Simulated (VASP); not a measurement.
Input of a VASP 6.6.1 run:

File INCAR:

```
PREC = Normal ; ENCUT = 520
EDIFF = 1E-4 ; ISMEAR = 0
SIGMA = 0.15 ; LREAL = F
LASPH = T ; NELM = 60
ALGO = Fast ; ISIF = 3
LWAVE = F ; LCHARG = F
GGA = PE ; IBRION = 2
NSW = 24 ; EDIFFG = -0.08
```

Contents of KPOINTS:

```
Automatic mesh
0
Gamma
  3 3 2
```

POSCAR

```
BeZn2Te3
1.0
    2.9822343600     -3.0964571200      0.0000000000
    2.9822343600      3.0964571200      0.0000000000
    0.0000000000      0.0000000000      8.3518691100
Be Zn Te
1 2 3
Direct
    0.5000000000      0.5000000000      0.0000000000
    0.0000000000      0.5000000000      0.0000000000
    0.5000000000      0.0000000000      0.0000000000
    0.0000000000      0.5000000000      0.5000000000
    0.5000000000      0.0000000000      0.5000000000
    0.0000000000      0.0000000000      0.0000000000
```

Potentials or basis: VASP PAW PBE potentials, release 64 (Be, Zn, Te).

Launch:

```console
$ cat potpaw_PBE.64/Be/POTCAR potpaw_PBE.64/Zn/POTCAR potpaw_PBE.64/Te/POTCAR > POTCAR
$ mpirun -np 1 vasp_std > vasp.out
```

(1) Estimate the relaxed volume.

(2) What does it give for the relaxed cell?

(3) What does it give for the space group after relaxing (to 0.05 Å)?

## Answers

(1) 25.61 Å³/atom.

(2) a = 5.438 Å, b = 5.438 Å, c = 5.764 Å, α = 90.00°, β = 90.00°, γ = 115.64°.

(3) Cmmm (No. 65).

Caveat: the k mesh is coarse (spacing up to 0.49 Å⁻¹), so the values aren't converged.
